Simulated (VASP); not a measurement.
Computed with PBE0 hybrid, VASP's PBE PAW potentials (set 64) (plane waves; VASP).

The input files of a VASP run:

**INCAR**
```
# general
SYSTEM  =Bi2Te3
PREC    =Accurate
ENCUT   =300
LREAL   =.False.
LASPH   =.True.
ISYM    =3

# electronic loop
EDIFF   =1E-6
NELM    =100
ALGO    =Normal
LMAXMIX =4

# smearing
ISMEAR  =0
SIGMA   =0.05

# functional
GGA     =PE
LHFCALC =.True.
AEXX    =0.25
HFRCUT  =-1
PRECFOCK=Fast

# ions
ISIF    =2

# output
LWAVE   =.False.
LCHARG  =.False.
```

File POSCAR:
```
Bi2Te3
11.0044440
  0.1998998768   0.1154121917   0.9729953644
 -0.1998998768   0.1154121917   0.9729953644
  0.0000000000  -0.2308245651   0.9729953644
Bi Te
2 3
direct
  0.6031700000   0.6031700000   0.6031700000
  0.3968300000   0.3968300000   0.3968300000
  0.7831930000   0.7831930000   0.7831930000
  0.2168070000   0.2168070000   0.2168070000
  0.0000000000   0.0000000000   0.0000000000
```

KPOINTS:
```
Automatic mesh
0
Gamma
3 3 3
0 0 0
```

POTCAR, in this order: Bi_d Te (PBE.64 set). Program: vasp_std.

The resulting files:

**OSZICAR**
```
       N       E                     dE             d eps       ncg     rms          rms(c)
DAV:   1    -0.839960422960E+04   -0.83996E+04   -0.17589E+04   384   0.114E+03
DAV:   2    -0.873262211844E+04   -0.33302E+03   -0.32485E+03   400   0.327E+02
DAV:   3    -0.876392726626E+04   -0.31305E+02   -0.30548E+02   420   0.117E+02
DAV:   4    -0.876527554898E+04   -0.13483E+01   -0.13408E+01   440   0.227E+01
DAV:   5    -0.255450842143E+02    0.87397E+04   -0.29917E+01   396   0.542E+01    0.340E+01
DAV:   6    -0.253477954265E+02    0.19729E+00   -0.22895E+00   420   0.990E+00    0.148E+01
DAV:   7    -0.254673033951E+02   -0.11951E+00   -0.85859E-01   428   0.370E+00    0.823E+00
DAV:   8    -0.254835021620E+02   -0.16199E-01   -0.93217E-02   408   0.152E+00    0.561E+00
DAV:   9    -0.254707098993E+02    0.12792E-01   -0.31948E-02   376   0.102E+00    0.355E+00
DAV:  10    -0.254723950021E+02   -0.16851E-02   -0.19887E-02   428   0.537E-01    0.197E+00
DAV:  11    -0.254721100029E+02    0.28500E-03   -0.20318E-03   408   0.269E-01    0.112E+00
DAV:  12    -0.254716820409E+02    0.42796E-03   -0.14276E-03   372   0.217E-01    0.649E-01
DAV:  13    -0.254718233841E+02   -0.14134E-03   -0.85711E-04   428   0.117E-01    0.378E-01
DAV:  14    -0.254718207075E+02    0.26767E-05   -0.60923E-05   344   0.491E-02    0.241E-01
DAV:  15    -0.254718024873E+02    0.18220E-04   -0.40799E-05   388   0.413E-02    0.147E-01
DAV:  16    -0.254718106054E+02   -0.81181E-05   -0.41992E-05   316   0.256E-02    0.955E-02
DAV:  17    -0.254718131197E+02   -0.25143E-05   -0.51671E-06   368   0.118E-02    0.635E-02
DAV:  18    -0.254718129916E+02    0.12813E-06   -0.12009E-06   268   0.854E-03
   1 F= -.25471813E+02 E0= -.25471813E+02  d E =-.929739E-13
```

File OUTCAR:
```
------------------------ aborting loop because EDIFF is reached ----------------------------------------
  FORCE on cell =-STRESS in cart. coord.  units (eV):
  Direction    XX          YY          ZZ          XY          YZ          ZX
  --------------------------------------------------------------------------------------
  Total       -3.8849090     -3.8849093     -1.5286335      0.0000000      0.0000001      0.0000000
  in kB      -34.6785279    -34.6785306    -13.6453026      0.0000000      0.0000008      0.0000000
  external PRESSURE =     -27.6674537 kB  Pullay stress =       0.0000000 kB
  volume of cell :      179.49
      direct lattice vectors                 reciprocal lattice vectors
     2.199787000  1.270047000 10.707273000     0.227294734  0.131228670  0.031131495
    -2.199787000  1.270047000 10.707273000    -0.227294734  0.131228670  0.031131495
     0.000000000 -2.540096000 10.707273000     0.000000000 -0.262457341  0.031131471
 POSITION                                       TOTAL-FORCE (eV/Angst)
 -----------------------------------------------------------------------------------
      0.00000     -0.00000     19.37492         0.000000      0.000000     -0.166850
      0.00000     -0.00000     12.74690         0.000000     -0.000000      0.166850
      0.00000     -0.00000     25.15758         0.000000      0.000000     -0.341841
      0.00000     -0.00000      6.96424         0.000000     -0.000000      0.341841
      0.00000      0.00000      0.00000         0.000000     -0.000000     -0.000000
 -----------------------------------------------------------------------------------
    total drift:                                0.000020     -0.000023     -0.000049
  FREE ENERGIE OF THE ION-ELECTRON SYSTEM (eV)
  ---------------------------------------------------
  free  energy   TOTEN  =       -25.4718129916 eV

  energy  without entropy=      -25.4718129916  energy(sigma->0) =      -25.47181299

  exchange ACFDT corr.  =         0.00000000  see jH, gK, PRB 81, 115126
```
(Selected blocks of OUTCAR.)

**OUTCAR**
```
 val. band max:        4.4796068350   @ k =   0.0000   0.0000   0.0000

 cond. band min:       6.3359601555   @ k =   0.0000   0.0000   0.0000


 Fermi energy:         4.7201402167

 k-point     1 :       0.0000    0.0000    0.0000
  band No.  band energies     occupation
      1     -20.4396      2.00000
      2     -20.4396      2.00000
      3     -20.4365      2.00000
      4     -20.4365      2.00000
      5     -20.4298      2.00000
      6     -20.4280      2.00000
      7     -20.4184      2.00000
      8     -20.4184      2.00000
      9     -20.4171      2.00000
     10     -20.4171      2.00000
     11      -9.7229      2.00000
     12      -9.0486      2.00000
     13      -7.3969      2.00000
     14      -4.9179      2.00000
     15      -3.9786      2.00000
     16       2.4991      2.00000
     17       2.6035      2.00000
     18       2.8137      2.00000
     19       2.8137      2.00000
     20       2.9593      2.00000
     21       2.9593      2.00000
     22       3.7261      2.00000
     23       3.7261      2.00000
     24       4.4796      2.00000
     25       6.3360      0.00000
     26       6.9628      0.00000
     27       6.9628      0.00000
     28       8.0173      0.00000

 k-point     2 :       0.3333    0.0000    0.0000
  band No.  band energies     occupation
      1     -20.4497      2.00000
      2     -20.4473      2.00000
      3     -20.4386      2.00000
      4     -20.4345      2.00000
      5     -20.4261      2.00000
      6     -20.4246      2.00000
      7     -20.4177      2.00000
      8     -20.4162      2.00000
      9     -20.4103      2.00000
     10     -20.4098      2.00000
     11      -8.6581      2.00000
     12      -8.1869      2.00000
     13      -6.9151      2.00000
     14      -5.8392      2.00000
     15      -5.1838      2.00000
     16      -0.2085      2.00000
     17       0.8675      2.00000
     18       1.2670      2.00000
     19       1.4666      2.00000
     20       2.0000      2.00000
...
```

At this cut-off the stress carries a Pulay error, which pulls relaxed volumes low. Unless said otherwise, spin-orbit coupling is left out, though it shifts the bands of the heavy elements here.

The structure comes from a computed database's Bi2Te3 entry; how it stands against other phases isn't given here. The cell was not relaxed at this level. The k-mesh is coarse (spacing up to 0.55 per Å, 2π included), so the numbers may not be converged in it. The run is one of a series of settings (HFRCUT = -1, HFSCREEN removed against the base run), some of them coarse on purpose.
